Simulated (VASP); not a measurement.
Energy against volume of Ru (hcp). All values below come from PBE GGA with D3 dispersion (Becke-Johnson damping), VASP's PBE PAW potentials (set 64) (plane waves; VASP 6.6.1). Settings: 520 eV cut-off, 15×15×9 Γ-centred mesh, first-order Methfessel-Paxton smearing of 0.10 eV, potentials Ru_pv.

Shape and ions are relaxed at each volume.

```
V (Å³/atom)  E (eV/atom)
-----------  -----------
12.635          -9.80197
13.038          -9.84559
13.441          -9.85899
13.845          -9.84704
```

### Question
Fit these four points and predict the energy of the run at 14.248 Å³/atom.

### Answer
A cubic in V^(−2/3), the third-order Birch-Murnaghan form, passes through the four points with V0 = 13.44 Å³/atom and B0 = 334 GPa, and gives -9.8139 eV/atom there. The run gave -9.8139 eV/atom, +0.1 meV/atom from the fit; all five points give B0 = 335 GPa.

The compound is Ru in the hcp structure. It was relaxed first.
